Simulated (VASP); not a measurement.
Data:

```
CELL_PARAMETERS angstrom
      4.96000     0.00000     0.00000
      0.00000     4.96000     0.00000
      0.00000     0.00000     3.39000
ATOMIC_POSITIONS crystal
  Pb 0.00000 0.00000 0.00000
  Pb 0.50000 0.50000 0.50000
  O  0.30700 0.30700 0.00000
  O  0.80700 0.19300 0.50000
  O  0.19300 0.80700 0.50000
  O  0.69300 0.69300 0.00000
```

Level of theory: PBE GGA, VASP's PBE PAW potentials (set 64) (plane waves; VASP 6.6.1). Numerical set-up: 400 eV cut-off, 5×5×7 Γ-centred mesh, Gaussian smearing of 0.10 eV, potentials Pb_d O.

At this cut-off the stress carries a Pulay error, which pulls relaxed volumes low.

Problem. What does the run give for the energy per atom (σ→0), pressure?

Solution. 
```json
{
 "energy per atom (σ→0)": "-5.296 eV/atom",
 "pressure": "3.97 GPa"
}
```

The absolute energy has meaning only against runs of the same code, potentials and settings.

The structure is a typed PbO2 crystal (P4_2/mnm). The cell was not relaxed at this level.
